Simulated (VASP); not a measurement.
Here is the system:

```xyz
4
Lattice="3.9661 0.0000 0.0000 0.0000 3.9661 0.0000 0.0000 0.0000 3.9661" Properties=species:S:1:pos:R:3 pbc="T T T"
Ce     0.0000     0.0000     0.0000
Rh     1.9831     0.0000     1.9831
Rh     0.0000     1.9831     1.9831
Rh     1.9831     1.9831     0.0000
```

The numbers are results of LDA (Ceperley-Alder, Perdew-Zunger), VASP's LDA PAW potentials (set 64) (plane waves; VASP), not measurements. Run with 400 eV cut-off, 7×7×7 Γ-centred mesh, first-order Methfessel-Paxton smearing of 0.10 eV, potentials Ce Rh_pv.

Q: Estimate the energy per atom (σ→0), band gap (on the k-mesh) with the smallest direct gap where there is one.

A: 
```
Property                                                     Value
------------------------  ----------------------------------------
band gap (on the k-mesh)  none (metal, semimetal or under 0.01 eV)
energy per atom (σ→0)                               -8.816 eV/atom
```

Only differences to runs with the same potentials and settings are physical.

The structure comes from a computed database's CeRh3 entry (Pm-3m); how it stands against other phases isn't given here. It was relaxed first, which changed the volume by -5 %. The start is the result of an earlier pass. The run is not spin-polarised, so no magnetic state was tried. The electron count is odd and the run is not spin-polarised, which forces a metal.
